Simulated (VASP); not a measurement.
Data:

```
CELL_PARAMETERS angstrom
     -1.89652     3.75633     5.02918
      1.89652    -3.75633     5.02918
      1.89652     3.75633    -5.02918
ATOMIC_POSITIONS crystal
  Rb 0.69437 0.19437 0.50000
  Rb 0.30563 0.80563 0.50000
  Pd 0.00000 0.00000 0.00000
  Se 0.21267 0.50000 0.71267
  Se 0.78733 0.50000 0.28733
```

Computed with PBEsol GGA, VASP's PBE PAW potentials (set 64) (plane waves; VASP). Numerical set-up: 400 eV cut-off, 7×7×7 Γ-centred mesh, tetrahedra with Blöchl corrections, potentials Rb_sv Pd Se.

The cores are frozen, which limits the accuracy of field gradients.

### Question
Give the principal components of the electric field gradient (V/Å²) and the asymmetry η at each nucleus.

### Answer

```tsv
atom	Vxx	Vyy	Vzz	η
Rb1	-24.6	-8.6	33.2	0.48
Rb2	-24.6	-8.6	33.2	0.48
Pd3	17.0	15.2	-32.1	0.06
Se4	120.9	87.8	-208.7	0.16
Se5	120.9	87.8	-208.7	0.16
```

The structure comes from a computed database's Rb2PdSe2 entry (Immm); how it stands against other phases isn't given here. It was relaxed first.
